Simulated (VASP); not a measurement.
Data:

```xyz
5
Lattice="3.9653 0.0000 0.0000 0.0000 3.9653 0.0000 0.0000 0.0000 3.9653" Properties=species:S:1:pos:R:3 pbc="T T T"
K      1.9827     1.9827     1.9827
Mg     0.0000     0.0000     0.0000
F      0.0000     1.9827     0.0000
F      1.9827     0.0000     0.0000
F      0.0000     0.0000     1.9827
```

Computed with PBEsol GGA, VASP's PBE PAW potentials (set 64) (plane waves; VASP 6.6.1). Run with 400 eV cut-off, 4×4×4 Γ-centred mesh, Gaussian smearing of 0.010 eV, potentials K_sv Mg F.

At this cut-off the stress carries a Pulay error, which pulls relaxed volumes low.

Problem. Give the stress tensor in GPa (positive for a compressed cell).

Solution. 
```
-7.26   0.00   0.00
 0.00  -7.26   0.00
 0.00   0.00  -7.26
```
The pressure is its mean diagonal, -7.26 GPa.

The structure comes from a computed database's KMgF3 entry; how it stands against other phases isn't given here. The cell was not relaxed at this level.
